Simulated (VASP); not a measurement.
# VB4Os (P1) in VASP: reference runs

Aim: a first look at VB4Os with PBE, on the cell as given.

Everything below comes from runs of VASP 6.6.1. Logs are shortened: lines on timing, memory, paths and dates and some standing lists are left out, and cuts for length are marked.

## Step 1: The cell of the first run

The typed cell holds 6 atoms: a = 2.697 Å, b = 2.961 Å, c = 7.571 Å, α = 84.37°, β = 89.77°, γ = 117.87°.

The cell comes from a database or a generator and needn't be the stable form of this composition.

## Step 2: Single point, PBE, collinear spin, ferromagnetic start (cell sheared at random, sigma 0.06, atoms nudged by 0.01 Å)

Input file INCAR:

```
ALGO = Normal
EDIFF = 1E-7
ENCUT = 520
GGA = PE
ISIF = 2
ISMEAR = -1
ISPIN = 2
LASPH = True
LCHARG = False
LMAXMIX = 4
LORBIT = 11
LREAL = False
LWAVE = False
MAGMOM = 2 0 0 0 0 1
NBANDS = 30
NELM = 100
PREC = Accurate
SIGMA = 0.05
```

Input file KPOINTS:

```
k-points
0
Gamma
  11 10 4
```

Input file POSCAR:

```
VB4Os
1.0
    2.6964957700     -0.0197437600      0.0062788300
   -1.3653464900      2.6235377300      0.1425695400
    0.0162643900      0.4358272600      7.5585563300
V B Os
1 4 1
Direct
    0.0012784000      0.9981143400      0.9973676600
    0.9970414800      0.9935249300      0.7084080200
    0.3384124700      0.6741099100      0.7976357700
    0.3299618300      0.6663685000      0.2038419400
    0.9947453300      0.0006463300      0.2924127700
    0.3385604700      0.6672359900      0.5003338300
```

Potentials or basis: VASP PAW PBE potentials, release 64 (V_sv, B, Os).

Launch:

```console
$ cat potpaw_PBE.64/V_sv/POTCAR potpaw_PBE.64/B/POTCAR potpaw_PBE.64/Os/POTCAR > POTCAR
$ mpirun -np 1 vasp_std > vasp.out
```

OUTCAR:

```text
EDIFF = 1E-7
   ENCUT = 520
   GGA = PE
   ISIF = 2
   ISMEAR = -1
   ISPIN = 2
   LASPH = True
   LORBIT = 11
   LREAL = False
   NELM = 100
   PREC = Accurate

 ion  position               nearest neighbor table
   1  0.001  0.998  0.997-   4 2.17   4 2.17   2 2.19   3 2.19   5 2.23   3 2.26   3 2.26   4 2.47

   2  0.997  0.994  0.708-   3 1.67   3 1.70   3 1.98   1 2.19   6 2.23   6 2.30   6 2.32
   3  0.338  0.674  0.798-   2 1.67   2 1.70   2 1.98   1 2.19   6 2.25   1 2.26   1 2.26
   4  0.330  0.666  0.204-   5 1.77   5 1.79   5 1.80   1 2.17   1 2.17   6 2.25   1 2.47
   5  0.995  0.001  0.292-   4 1.77   4 1.79   4 1.80   6 2.15   6 2.21   1 2.23   6 2.48
   6  0.339  0.667  0.500-   5 2.15   5 2.21   2 2.23   4 2.25   3 2.25   2 2.30   2 2.32   5 2.48

  LATTYP: Found a triclinic cell.
 ALAT       =     2.9281149706
 B/A-ratio  =     0.9209253694
 C/A-ratio  =     2.5856663332
 COS(alpha) =     0.0040512540
 COS(beta)  =     0.1029148680
 COS(gamma) =     0.4482037607

  Lattice vectors:

 A1 = (  -1.3311492800,  -2.6037939700,  -0.1488483700)
 A2 = (  -2.6964957700,   0.0197437600,  -0.0062788300)
 A3 = (  -0.0162643900,  -0.4358272600,  -7.5585563300)

Analysis of symmetry for initial positions (statically):
=====================================================================
 Subroutine PRICEL returns:
 Original cell was already a primitive cell.

 Routine SETGRP: Setting up the symmetry group for a
 triclinic supercell.

 Subroutine GETGRP returns: Found  1 space group operations
 (whereof  1 operations were pure point group operations)
 out of a pool of  2 trial point group operations.

The static configuration has the point symmetry C_1 .

Analysis of symmetry for dynamics (positions and initial velocities):
=====================================================================
 Subroutine PRICEL returns:
 Original cell was already a primitive cell.

 Routine SETGRP: Setting up the symmetry group for a
 triclinic supercell.

 Subroutine GETGRP returns: Found  1 space group operations
 (whereof  1 operations were pure point group operations)
 out of a pool of  2 trial point group operations.

The dynamic configuration has the point symmetry C_1 .

Analysis of structural, dynamic, and magnetic symmetry:
=====================================================================
 Subroutine PRICEL returns:
 Original cell was already a primitive cell.

 Routine SETGRP: Setting up the symmetry group for a
 triclinic supercell.

 Subroutine GETGRP returns: Found  1 space group operations
 (whereof  1 operations were pure point group operations)
 out of a pool of  2 trial point group operations.

The overall configuration has the point symmetry C_1 .

 Subroutine INISYM returns: Found  1 space group operations
 (whereof  1 operations are pure point group operations),
 and found     1 'primitive' translations

----------------------------------------------------------------------------------------

                                     Primitive cell

  volume of cell :      53.0966

  direct lattice vectors                    reciprocal lattice vectors
     2.696495770 -0.019743760  0.006278830     0.372303104  0.194407378 -0.012010669
    -1.365346490  2.623537730  0.142569540     0.002862158  0.383857351 -0.022139419
     0.016264390  0.435827260  7.558556330    -0.000363255 -0.007401813  0.132727968

  length of vectors
     2.696575361  2.960987560  7.571128299     0.420176256  0.384505932  0.132934691

  position of ions in fractional coordinates (direct lattice)
     0.001278400  0.998114340  0.997367660
     0.997041480  0.993524930  0.708408020
     0.338412470  0.674109910  0.797635770
     0.329961830  0.666368500  0.203841940
     0.994745330  0.000646330  0.292412770
     0.338560470  0.667235990  0.500333830

  ion indices of the primitive-cell ions
   primitive index   ion index
                 1           1
                 2           2
                 3           3
                 4           4
                 5           5
                 6           6

----------------------------------------------------------------------------------------

 KPOINTS: k-points

Automatic generation of k-mesh.
 Grid dimensions read from file:
 generate k-points for:   11   10    4

 Generating k-lattice:

  Cartesian coordinates                     Fractional coordinates (reciprocal lattice)
     0.033845737  0.017673398 -0.001091879     0.090909091 -0.000000000 -0.000000000
     0.000286216  0.038385735 -0.002213942     0.000000000  0.100000000 -0.000000000
    -0.000090814 -0.001850453  0.033181992     0.000000000  0.000000000  0.250000000

  Length of vectors
     0.038197841  0.038450593  0.033233673

  Shift w.r.t. Gamma in fractional coordinates (k-lattice)
     0.000000000  0.000000000  0.000000000

 Subroutine IBZKPT returns following result:
 ===========================================

 Found    222 irreducible k-points:

 Following reciprocal coordinates:
            Coordinates               Weight
  0.000000  0.000000  0.000000      1.000000
  0.090909  0.000000  0.000000      2.000000
  0.181818  0.000000 -0.000000      2.000000
  0.272727  0.000000  0.000000      2.000000
  0.363636  0.000000  0.000000      2.000000
  0.454545  0.000000  0.000000      2.000000
[... 16 lines left out ...]
  0.454545  0.200000  0.000000      2.000000
 -0.454545  0.200000 -0.000000      2.000000
 [... further k-points ...]
   k-points           NKPTS =    222   k-points in BZ     NKDIM =    222   number of bands    NBANDS=     30
   number of dos      NEDOS =    301   number of ions     NIONS =      6
   total plane-waves  NPLWV =  26880
   dimension x,y,z NGX =    20 NGY =   24 NGZ =   56
   dimension x,y,z NGXF=    40 NGYF=   48 NGZF=  112
   ions per type =               1   4   1
   NGX,Y,Z   is equivalent  to a cutoff of  12.33, 13.47, 12.30 a.u.
   NGXF,Y,Z  is equivalent  to a cutoff of  24.66, 26.95, 24.59 a.u.
 SYSTEM =  unknown system
   PREC   = accura    normal or accurate (medium, high low for compatibility)
   ISTART =      0    job   : 0-new  1-cont  2-samecut
   ICHARG =      2    charge: 1-file 2-atom 10-const
   ISPIN  =      2    spin polarized calculation?
   LNONCOLLINEAR =      F non collinear calculations
   LSORBIT =      F    spin-orbit coupling
   LASPH  =      T    aspherical Exc in radial PAW
   ENCUT  =  520.0 eV  38.22 Ry    6.18 a.u.   5.01  5.51 14.08*2*pi/ulx,y,z
   NELM   =    100;   NELMIN=  2; NELMDL= -5     # of ELM steps
   EDIFF  = 0.1E-06   stopping-criterion for ELM
   LREAL  =      F    real-space projection
   EDIFFG = 0.1E-05   stopping-criterion for IOM
   NSW    =      0    number of steps for IOM
   IBRION =     -1    ionic relax: 0-MD 1-quasi-New 2-CG
   NFREE  =      0    steps in history (QN), initial steepest desc. (CG)
   ISIF   =      2    stress and relaxation
   ISYM   =      2    0-nonsym 1-usesym 2-fastsym
   POTIM  = 0.5000    time-step for ionic-motion
   TEBEG  =    0.0;   TEEND  =   0.0 temperature during run
   PSTRESS=    0.0 pullay stress
   NELECT =      33.0000    total number of electrons
   NUPDOWN=      -1.0000    fix difference up-down
   EMIN   =  10.00;   EMAX   =-10.00  energy-range for DOS
   EFERMI =   0.00;   METHOD = LEGACY
   ISMEAR =    -1;   SIGMA  =   0.05  broadening in eV -4-tet -1-fermi 0-gaus
   EFERMI_NEDOS =   21; number of points for ismear=-14 and -15
   IALGO  =     38    algorithm
   IMIX   =      4    mixing-type and parameters
     AMIX     =   0.40;   BMIX     =  1.00
     AMIX_MAG =   1.60;   BMIX_MAG =  1.00
  volume/ion in A,a.u.               =       8.85        59.72
  Fermi-wavevector in a.u.,A,eV,Ry     =   1.397089  2.640115 26.556622  1.951857
  Thomas-Fermi vector in A             =   2.520379
   LORBIT       =     11    0 simple, 1 ext, 2 COOP (PROOUT), +10 PAW based schemes
   GGA     = PE    functional components
   LHFCALC =     F    Hartree Fock is set to
   AEXX    =    0.0000 exact exchange contribution
   IVDW    =     0    specifies the selected vdW correction
   LEPSILON=     F    determine dielectric tensor
   LRPA    =     F    only Hartree local field effects (RPA)
 spin polarized calculation
  energy-cutoff  :      520.00
  volume of cell :       53.10
 maximum number of plane-waves:      1453
   NGX =  9   NGY = 11   NGZ = 29

 number of electron      33.0000001 magnetization      -0.0001558

 number of electron      33.0000001 magnetization       0.0001833

 Free energy of the ion-electron system (eV)
  ---------------------------------------------------
  ext. energy  EPLUGINS =         0.00000000
  ---------------------------------------------------
  free energy    TOTEN  =       -47.93528682 eV

  energy without entropy =      -47.91554001  energy(sigma->0) =      -47.92541342

 E-fermi :   8.6009     XC(G=0): -12.9466

 val. band max:        8.5979329965   @ k =  -0.2727   0.4000   0.5000
 cond. band min:       8.6072432034   @ k =   0.0000   0.3000   0.5000
 fundamental gap:      0.0093102069
 Fermi energy:         8.6008746667

 spin component 1

 k-point     1 :       0.0000    0.0000    0.0000
  band No.  band energies     occupation
      1     -55.3237      1.00000
      2     -29.1958      1.00000
      3     -29.0553      1.00000
      4     -28.8979      1.00000
      5      -5.3901      1.00000
      6      -3.5817      1.00000
[... 20 lines left out ...]
     27      16.9058      0.00000
     28      18.7526      0.00000

 k-point     2 :       0.0909    0.0000    0.0000
  band No.  band energies     occupation
      1     -55.3177      1.00000
      2     -29.1907      1.00000
      3     -29.0628      1.00000
      4     -28.9359      1.00000
      5      -5.1937      1.00000
      6      -3.4585      1.00000
[... 674 lines left out ...]
 k-point    24 :      -0.4545    0.2000   -0.0000
  band No.  band energies     occupation
      1     -55.2522      1.00000
      2     -29.3565      1.00000
      3     -29.1726      1.00000
      4     -29.0808      1.00000
      5      -1.9677      1.00000
      6      -1.2329      1.00000
[... 20 lines left out ...]
     27      17.6228      0.00000
     28      18.6954      0.00000

 [... further k-points ...]

 spin component 2

 k-point     1 :       0.0000    0.0000    0.0000
  band No.  band energies     occupation
      1     -55.3236      1.00000
      2     -29.1957      1.00000
      3     -29.0552      1.00000
      4     -28.8977      1.00000
      5      -5.3901      1.00000
      6      -3.5817      1.00000
[... 20 lines left out ...]
     27      16.9058      0.00000
     28      18.7526      0.00000

 k-point     2 :       0.0909    0.0000    0.0000
  band No.  band energies     occupation
      1     -55.3175      1.00000
      2     -29.1905      1.00000
      3     -29.0626      1.00000
      4     -28.9357      1.00000
      5      -5.1936      1.00000
      6      -3.4585      1.00000
[... 674 lines left out ...]
 k-point    24 :      -0.4545    0.2000   -0.0000
  band No.  band energies     occupation
      1     -55.2520      1.00000
      2     -29.3563      1.00000
      3     -29.1724      1.00000
      4     -29.0807      1.00000
      5      -1.9677      1.00000
      6      -1.2329      1.00000
[... 20 lines left out ...]
     27      17.6228      0.00000
     28      18.6954      0.00000

 [... further k-points ...]

 [bands above 28 left out]

------------------------ aborting loop because EDIFF is reached ----------------------------------------

  FORCE on cell =-STRESS in cart. coord.  units (eV):
  Direction    XX          YY          ZZ          XY          YZ          ZX
  --------------------------------------------------------------------------------------
  -------------------------------------------------------------------------------------
  Total       10.0387456     -3.1876694     -1.3385416      1.0391319     -7.7588463     -0.6437485
  in kB      302.9168785    -96.1872042    -40.3901899     31.3555714   -234.1214309    -19.4249648
  external PRESSURE =      55.4464948 kB  Pullay stress =       0.0000000 kB

 VOLUME and BASIS-vectors are now :
 -----------------------------------------------------------------------------
  energy-cutoff  :      520.00
  volume of cell :       53.10
      direct lattice vectors                 reciprocal lattice vectors
     2.696495770 -0.019743760  0.006278830     0.372303104  0.194407378 -0.012010669
    -1.365346490  2.623537730  0.142569540     0.002862158  0.383857351 -0.022139419
     0.016264390  0.435827260  7.558556330    -0.000363255 -0.007401813  0.132727968

 POSITION                                       TOTAL-FORCE (eV/Angst)
 -----------------------------------------------------------------------------------
     -1.34310      3.05325      7.68097        -0.030232      0.142415      0.028718
      1.34353      2.89561      5.50245         0.314334      1.233795     -0.494375
      0.00511      2.10950      6.12721        -0.247662     -1.164793      0.253042
     -0.01677      1.83057      1.63783        -0.035836     -0.515744      0.352897
      2.68620      0.10950      2.21656         0.417303      0.490381     -0.604870
      0.01006      1.96189      3.87905        -0.417908     -0.186053      0.464587
 -----------------------------------------------------------------------------------
    total drift:                               -0.000239      0.000140     -0.000619

  FREE ENERGIE OF THE ION-ELECTRON SYSTEM (eV)
  ---------------------------------------------------
  free  energy   TOTEN  =       -47.9352868202 eV

  energy  without entropy=      -47.9155400136  energy(sigma->0) =      -47.92541342

 total charge

# of ion       s       p       d       tot
------------------------------------------
    1        2.279   6.296   3.155  11.731
    2        0.706   1.272   0.000   1.978
    3        0.714   1.282   0.000   1.996
    4        0.707   1.250   0.000   1.957
    5        0.697   1.263   0.000   1.960
    6        0.626   0.861   6.162   7.648
--------------------------------------------------
tot          5.729  12.225   9.317  27.271

 magnetization (x)

# of ion       s       p       d       tot
------------------------------------------
    1        0.000   0.000   0.000   0.000
    2       -0.000   0.000   0.000  -0.000
    3       -0.000   0.000   0.000  -0.000
    4       -0.000  -0.000   0.000  -0.000
    5       -0.000  -0.000   0.000  -0.000
    6       -0.000   0.000  -0.000  -0.000
--------------------------------------------------
tot         -0.000  -0.000   0.000   0.000
```

Run time: 14 min. Hardware: 1 thread of AMD EPYC 7R43 (Zen 3), shared host; peak memory 0.56 GiB.

What came out:

- Free energy: -47.9353 eV
- Pressure: 5.5 GPa
- Largest force: 1.366 eV/Å
- Band gap on the k mesh: none (metal or under the smearing width)
- Net moment: 0.00 μB per cell
- Valence electrons inside the program's atomic spheres: V 11.73; B 1.98, 2.00, 1.96; Os 7.65

Forces on the atoms (eV/Å):
```
V   -0.030  0.142  0.029
B    0.314  1.234 -0.494
B   -0.248 -1.165  0.253
B   -0.036 -0.516  0.353
B    0.417  0.490 -0.605
Os  -0.418 -0.186  0.465
```

Stress tensor (GPa, compression positive):
```
 30.29   3.14  -1.94
  3.14  -9.62 -23.41
 -1.94 -23.41  -4.04
```

Caveat: forces of over 1 eV/Å show positions far from the minimum, so gaps and moduli don't describe the material at rest. The run has no spin-orbit coupling, so splittings on Os are missing.
